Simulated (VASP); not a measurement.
Here is the system:

```
CeHg2
1.0
    4.98152     0.00000     0.00000
   -2.49076     4.31413     0.00000
    0.00000     0.00000     3.28710
Ce Hg
1 2
Direct
  0.00000   0.00000   0.00000
  0.33333   0.66667   0.50000
  0.66667   0.33333   0.50000
```

Level of theory: PBEsol GGA, VASP's PBE PAW potentials (set 64) (plane waves; VASP). Numerical set-up: 400 eV cut-off, 8×8×10 Γ-centred mesh, tetrahedra with Blöchl corrections, potentials Ce Hg.

The cores are frozen, which limits the accuracy of field gradients. The run has a spin-polarised start.

### Question
Give the principal components of the electric field gradient (V/Å²) and the asymmetry η at each nucleus.

### Answer

| atom | Vxx | Vyy | Vzz | η |
|---|---|---|---|---|
| Ce1 | -75.8 | -75.8 | 151.5 | 0.00 |
| Hg2 | -100.7 | -100.7 | 201.5 | 0.00 |
| Hg3 | -100.7 | -100.7 | 201.5 | 0.00 |

The structure comes from a computed database's CeHg2 entry (P6/mmm); how it stands against other phases isn't given here. It was relaxed first, which changed the volume by -6 %.
